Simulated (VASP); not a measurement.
Output of a VASP run:

OSZICAR:
```
       N       E                     dE             d eps       ncg     rms          rms(c)
DAV:   1     0.568654499936E+02    0.56865E+02   -0.29535E+03   560   0.784E+02
DAV:   2     0.708509874023E+01   -0.49780E+02   -0.49026E+02   744   0.123E+02
DAV:   3     0.211261978112E+01   -0.49725E+01   -0.49674E+01   568   0.468E+01
DAV:   4     0.204728990186E+01   -0.65330E-01   -0.65294E-01  1048   0.670E+00
DAV:   5     0.204724679219E+01   -0.43110E-04   -0.43110E-04   720   0.108E-01    0.139E-01
DAV:   6     0.204543011013E+01   -0.18167E-02   -0.15326E-03   968   0.219E-01    0.982E-02
DAV:   7     0.204284788780E+01   -0.25822E-02   -0.69042E-03   632   0.477E-01    0.331E-02
DAV:   8     0.204267374090E+01   -0.17415E-03   -0.30326E-04   896   0.102E-01    0.643E-03
DAV:   9     0.204265846229E+01   -0.15279E-04   -0.23883E-05   896   0.242E-02    0.351E-03
DAV:  10     0.204265682140E+01   -0.16409E-05   -0.68074E-06   848   0.132E-02    0.848E-04
DAV:  11     0.204265673507E+01   -0.86332E-07   -0.15626E-07   816   0.224E-03
   1 F= 0.20426567E+01 E0= 0.20430388E+01  d E =-.114633E-02
```

File OUTCAR:
```
------------------------ aborting loop because EDIFF is reached ----------------------------------------
  FORCE on cell =-STRESS in cart. coord.  units (eV):
  Direction    XX          YY          ZZ          XY          YZ          ZX
  --------------------------------------------------------------------------------------
  Total       -0.0025389     -0.0025389     -0.0025389     -0.0000000     -0.0000000     -0.0000000
  in kB       -0.0369165     -0.0369165     -0.0369165     -0.0000000     -0.0000000     -0.0000000
  external PRESSURE =      -0.0369165 kB  Pullay stress =       0.0000000 kB
  volume of cell :      110.19
      direct lattice vectors                 reciprocal lattice vectors
    -3.020128566  3.020128566  3.020128566     0.000000000  0.165555866  0.165555866
     3.020128566 -3.020128566  3.020128566     0.165555866  0.000000000  0.165555866
     3.020128566  3.020128566 -3.020128566     0.165555866  0.165555866  0.000000000
 POSITION                                       TOTAL-FORCE (eV/Angst)
 -----------------------------------------------------------------------------------
      0.00000      0.00000      0.00000         0.000000     -0.000000     -0.000000
 -----------------------------------------------------------------------------------
    total drift:                                0.000000     -0.000000     -0.000000
  FREE ENERGIE OF THE ION-ELECTRON SYSTEM (eV)
  ---------------------------------------------------
  free  energy   TOTEN  =         2.0426567351 eV

  energy  without entropy=        2.0438030679  energy(sigma->0) =        2.04303885
```
(Selected blocks of OUTCAR.)

**POSCAR**
```
Cs
1
   -3.0201285658     3.0201285658     3.0201285658
    3.0201285658    -3.0201285658     3.0201285658
    3.0201285658     3.0201285658    -3.0201285658
Cs
1
Direct
  0.0000000000   0.0000000000   0.0000000000
```

Reconstruct the remaining input files.

Several could match; the one computed here: the input of the run itself, vdW-DF-cx, plane waves, VASP's PBE PAW potentials (set 64).

**INCAR**
```
# general
SYSTEM    =  Cs
PREC      =  Accurate
ENCUT     =  520   # plane-wave cut-off (eV)
LREAL     =  .False.   # projection in real space or not
LASPH     =  .True.   # aspherical one-centre terms

# electronic loop
EDIFF     =  1E-7   # SCF stop (eV)
NELM      =  100   # most electronic steps
ALGO      =  Normal
LMAXMIX   =  4   # l cut-off of mixed one-centre charges

# smearing
ISMEAR    =  1
SIGMA     =  0.1   # width (eV)

# functional
GGA       =  CX
LUSE_VDW  =  .True.
AGGAC     =  0.0

# ions
ISIF      =  2   # forces and stress, cell fixed

# output
LWAVE     =  .False.
LCHARG    =  .False.
```

### KPOINTS
```
Automatic mesh
0
Gamma
9 9 9
0 0 0
```

POTCAR, in this order: Cs_sv (PBE.64 set). Program: vasp_std.

The compound is Cs in the bcc structure. It was relaxed first.
